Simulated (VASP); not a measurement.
These are PBE GGA, VASP's PBE PAW potentials (set 64) (plane waves; VASP) values and carry that method's errors.

VASP ran on this input.

KPOINTS:
```
Automatic mesh
0
Gamma
15 15 15
0 0 0
```

INCAR:
```
SYSTEM = Au
PREC = Accurate
ENCUT = 520
EDIFF = 1E-7
NELM = 100
ALGO = Normal
LREAL = .FALSE.
LASPH = .TRUE.
ISMEAR = 1
SIGMA = 0.1
GGA = PE
LMAXMIX = 6
LWAVE = .FALSE.
LCHARG = .FALSE.
ISIF = 2
```

File POSCAR:
```
Au
1
    0.0000000000     2.0978184043     2.0978184043
    2.0978184043     0.0000000000     2.0978184043
    2.0978184043     2.0978184043     0.0000000000
Au
1
Direct
  0.0000000000   0.0000000000   0.0000000000
```

POTCAR, in this order: Au (PBE.64 set). Program: vasp_std.

What VASP printed:

**OSZICAR**
```
       N       E                     dE             d eps       ncg     rms          rms(c)
DAV:   1     0.422347927203E+02    0.42235E+02   -0.58434E+03  2352   0.109E+03
DAV:   2    -0.307054288896E+01   -0.45305E+02   -0.42459E+02  2239   0.197E+02
DAV:   3    -0.347317243364E+01   -0.40263E+00   -0.40196E+00  2585   0.193E+01
DAV:   4    -0.347425882011E+01   -0.10864E-02   -0.10864E-02  2513   0.106E+00
DAV:   5    -0.347426621163E+01   -0.73915E-05   -0.73909E-05  2483   0.837E-02    0.731E+00
DAV:   6    -0.322858831065E+01    0.24568E+00   -0.87327E-01  2214   0.898E+00    0.487E+00
DAV:   7    -0.321497293801E+01    0.13615E-01   -0.54100E-02  2310   0.222E+00    0.255E+00
DAV:   8    -0.321327384878E+01    0.16991E-02   -0.84320E-04  2257   0.303E-01    0.186E-01
DAV:   9    -0.321326687635E+01    0.69724E-05   -0.11521E-05  2495   0.333E-02    0.128E-02
DAV:  10    -0.321327359691E+01   -0.67206E-05   -0.37795E-06  2377   0.256E-02    0.354E-03
DAV:  11    -0.321327347793E+01    0.11898E-06   -0.55343E-08  1795   0.220E-03    0.331E-04
DAV:  12    -0.321327343690E+01    0.41025E-07   -0.43430E-09  1102   0.756E-04
   1 F= -.32132734E+01 E0= -.32131482E+01  d E =-.375754E-03
```

OUTCAR:
```
------------------------ aborting loop because EDIFF is reached ----------------------------------------
  FORCE on cell =-STRESS in cart. coord.  units (eV):
  Direction    XX          YY          ZZ          XY          YZ          ZX
  --------------------------------------------------------------------------------------
  Total       -0.4402184     -0.4402184     -0.4402184     -0.0000000      0.0000000     -0.0000000
  in kB      -38.1983971    -38.1983971    -38.1983971     -0.0000000      0.0000000     -0.0000000
  external PRESSURE =     -38.1983971 kB  Pullay stress =       0.0000000 kB
  volume of cell :       18.46
      direct lattice vectors                 reciprocal lattice vectors
     0.000000000  2.097818404  2.097818404    -0.238342842  0.238342842  0.238342842
     2.097818404  0.000000000  2.097818404     0.238342842 -0.238342842  0.238342842
     2.097818404  2.097818404  0.000000000     0.238342842  0.238342842 -0.238342842
 POSITION                                       TOTAL-FORCE (eV/Angst)
 -----------------------------------------------------------------------------------
      0.00000      0.00000      0.00000         0.000000      0.000000      0.000000
 -----------------------------------------------------------------------------------
    total drift:                               -0.000000     -0.000000     -0.000000
  FREE ENERGIE OF THE ION-ELECTRON SYSTEM (eV)
  ---------------------------------------------------
  free  energy   TOTEN  =        -3.2132734369 eV

  energy  without entropy=       -3.2128976830  energy(sigma->0) =       -3.21314819
```
(Selected blocks of OUTCAR.)

The compound is Au in the fcc structure. This cell is one point of a volume scan, at 1.03 of the reference volume.
